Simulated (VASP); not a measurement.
Method: PBE GGA, VASP's PBE PAW potentials (set 64) (plane waves; VASP).

Input for VASP

**POSCAR**
```
NaCl
1.0
  0.0000000000   2.8764000000   2.8764000000
  2.8764000000   0.0000000000   2.8764000000
  2.8764000000   2.8764000000   0.0000000000
Na Cl
1 1
Cartesian
  0.0000000000   0.0000000000   0.0000000000
  2.8764000000   2.8764000000   2.8764000000
```

### INCAR
```
ALGO  =  Normal
EDIFF  =  1E-6
ENCUT  =  400
GGA  =  PE
ISIF  =  2
ISMEAR  =  0
LASPH  =  .TRUE.
LCHARG  =  .FALSE.
LREAL  =  .FALSE.
LWAVE  =  .FALSE.
NELM  =  100
PREC  =  Accurate
SIGMA  =  0.05
SYSTEM  =  NaCl
```

### KPOINTS
```
Automatic mesh
0
Gamma
6 6 6
0 0 0
```

POTCAR, in this order: Na_pv Cl (PBE.64 set). Program: vasp_std.

Q: Predict the energy per atom (σ→0), band gap (on the k-mesh).

A: 
energy per atom (σ→0): -3.387 eV/atom
band gap (on the k-mesh): 4.88 eV

File OSZICAR:
```
...
DAV:   6    -0.678089825537E+01    0.20542E+00   -0.42178E-01   406   0.417E+00    0.158E+00
DAV:   7    -0.676853393438E+01    0.12364E-01   -0.93083E-02   449   0.198E+00    0.107E+00
DAV:   8    -0.677459025578E+01   -0.60563E-02   -0.10664E-02   361   0.105E+00    0.249E-01
DAV:   9    -0.677454707355E+01    0.43182E-04   -0.19994E-04   433   0.134E-01    0.144E-01
DAV:  10    -0.677473882283E+01   -0.19175E-03   -0.39394E-04   361   0.160E-01    0.561E-02
DAV:  11    -0.677472927993E+01    0.95429E-05   -0.19455E-05   421   0.399E-02    0.127E-02
DAV:  12    -0.677472899731E+01    0.28262E-06   -0.18845E-06   373   0.131E-02
   1 F= -.67747290E+01 E0= -.67747290E+01  d E =-.295514E-16
```

The compound is NaCl in the rock salt structure. The cell was not relaxed at this level.
